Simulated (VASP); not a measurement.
Method: vdW-DF-cx, VASP's PBE PAW potentials (set 64) (plane waves; VASP).

A VASP calculation is set up with these files.

**KPOINTS**
```
Automatic mesh
0
Gamma
14 14 13
0 0 0
```

**INCAR**
```
SYSTEM = WC
PREC = Accurate
ENCUT = 520
EDIFF = 1E-7
NELM = 100
ALGO = Normal
LREAL = .FALSE.
LASPH = .TRUE.
ISMEAR = 1
SIGMA = 0.1
GGA = CX
LUSE_VDW = .TRUE.
AGGAC = 0.0
LMAXMIX = 6
LWAVE = .FALSE.
LCHARG = .FALSE.
ISIF = 4
IBRION = 2
NSW = 30
EDIFFG = -0.01
```

### POSCAR
```
WC
1.0
  1.4394064987  -2.4931252627   0.0000000000
  1.4394064987   2.4931252627   0.0000000000
  0.0000000000   0.0000000000   2.8095837860
W C
1 1
Direct
  0.0000000000   0.0000000000   0.0000000000
  0.3333330000   0.6666670000   0.5000000000
```

POTCAR, in this order: W_sv C (PBE.64 set). Program: vasp_std.

Q: What will the output report for the number of irreducible k-points (NKPTS), largest plane-wave count, number of space-group operations, FFT grid (NGX, NGY, NGZ)?

A: 
The number of irreducible k-points (NKPTS) is 168 and the largest plane-wave count comes out as 568. The number of space-group operations is 12 and the FFT grid (NGX, NGY, NGZ) comes out as 24 × 24 × 24.

The compound is WC in the wc structure. This cell is one point of a volume scan, at 0.97 of the reference volume. Symmetry was kept, so distortions that lower it aren't found.
